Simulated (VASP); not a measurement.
Input for VASP

File KPOINTS:
```
Automatic mesh
0
Gamma
6 6 3
0 0 0
```

INCAR:
```
! general
SYSTEM  = CdTe
PREC    = Accurate
ENCUT   = 500
LREAL   = F
LASPH   = T

! electronic loop
EDIFF   = 1E-6
NELM    = 100   ! most electronic steps
ALGO    = Normal   ! blocked Davidson
LMAXMIX = 4   ! l cut-off of mixed one-centre charges

! smearing
ISMEAR  = 0   ! Gaussian
SIGMA   = 0.05   ! width (eV)

! functional
GGA     = PS

! ions
IBRION  = 2
NSW     = 40   ! most ionic steps
ISIF    = 3
EDIFFG  = -0.02
PSTRESS = 200   ! kbar

! output
LWAVE   = F
LCHARG  = F
```

File POSCAR:
```
CdTe
1.0
  4.3265551415  -0.0000000001   0.0000000000
 -2.1632775710   3.7469068319   0.0000000000
  0.0000000000   0.0000000000   7.1816890861
Cd Te
2 2
Direct
  0.3333330000   0.6666670000   0.0021431475
  0.6666670000   0.3333330000   0.5021431475
  0.3333330000   0.6666670000   0.3728568525
  0.6666670000   0.3333330000   0.8728568525
```

POTCAR, in this order: Cd Te (PBE.64 set). Program: vasp_std.

Problem. Translate this PBEsol calculation to Ansatz.

Solution. One equivalent input (not run):
Ansatz 0.2 input:
```yaml
crystal:
  lattice:
    - [4.3265551, -0.0000000, 0.0000000]
    - [-2.1632776, 3.7469068, 0.0000000]
    - [0.0000000, 0.0000000, 7.1816891]
  atoms:
    - { symbol: Cd, position: [0.3333330, 0.6666670, 0.0021431] }
    - { symbol: Cd, position: [0.6666670, 0.3333330, 0.5021431] }
    - { symbol: Te, position: [0.3333330, 0.6666670, 0.3728569] }
    - { symbol: Te, position: [0.6666670, 0.3333330, 0.8728569] }
kpoints:
  mp_grid: { grid: [6, 6, 3] }
hamiltonian:
  xc: pbesol
  pseudopotentials: { kind: paw }
scf:
  occupations: { method: gaussian, width: 0.05 }
  max_iter: 100
relax:
  max_steps: 40
  f_tol: 0.02
  cell: { p_target: 20 }
output: { forces: true, stress: true, eigenvalues: true }
```
What does not carry over: each code has its own PAW files, so the cut-off isn't converted (ENCUT is set for VASP's; basis.ecutwfc is left out, and Ansatz then takes the one that its files recommend); Ansatz stops its SCF on the density residual and VASP on the energy change (EDIFF).

The structure was generated: CdTe was put into the wurtzite type (P6_3mc), which need not be its known phase. This run relaxes it under an external pressure of 20 GPa. Symmetry was kept, so distortions that lower it aren't found.
